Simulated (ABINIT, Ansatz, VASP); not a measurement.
**BaHfO3 (Pm-3m, 5 atoms in the cell) computed with different codes at matched settings**

Self-consistent single point.

```xyz
5
Lattice="4.1700 0.0000 0.0000 0.0000 4.1700 0.0000 0.0000 0.0000 4.1700" Properties=species:S:1:pos:R:3 pbc="T T T"
Ba     0.0000     0.0000     0.0000
Hf     2.0850     2.0850     2.0850
O      2.0850     0.0000     2.0850
O      0.0000     2.0850     2.0850
O      2.0850     2.0850     0.0000
```

All programs got the same cell, k-point mesh and kind of occupations (in Ansatz's words: kpoints.mp_grid.grid = 8 8 8; scf.occupations.method = fermi_dirac; scf.occupations.width = 0.01 eV); potentials, basis and cutoffs are each program's usual ones.

| code | model | pressure (GPa) | gap on the mesh (eV) | cutoff |
|---|---|---|---|---|
| VASP | PBE, VASP's PBE PAW potentials (set 64) | -0.37 | 3.599 | 400 eV |
| Ansatz | PBE, default PAW files | 3.72 | 3.676 | 420 eV |
| ABINIT | PBE, PAW (JTH v2.0 PBE PAW) | 3.55 | 3.603 | 653 eV |

Gaps are read on the mesh.

The spread over the programs that give each value: pressure within 4.09 GPa; gap on the mesh within 0.077 eV.

The starting cell has typed, rounded lattice constants, without a prior relaxation at this level. On Ansatz's run: Spin-orbit coupling is off. In the base run, with a pressure of about 4 GPa the cell is away from its equilibrium volume at this level.

Why do the programs differ, and what cannot be compared?

Differences of this kind can come from the potentials, where these differ, and from what each basis and cutoff leave unconverged. The valence holds different numbers of electrons (VASP 38, Ansatz (a first-principles code) 54, ABINIT 40). The zero of total energies and Fermi levels follows the potentials and each program's conventions, so they are not compared here. Ansatz's pressure is given at a fixed set of plane waves, as the other plane-wave codes print theirs; with its correction for the finite basis it is 4.26 GPa (the shift of 0.53 GPa shows how far the cutoff is from converged). In the pressure, VASP (by 3.92) lies more than 1 GPa from the median of the plane-wave programs.

VASP's run is marked for a possible Pulay error in its stress at this cutoff; no cutoff test was made.

Left out of this page: Quantum ESPRESSO, GPAW, CP2K, FLEUR and SIESTA (not drawn, or without a comparable value).

Keys are those of Ansatz 0.2.
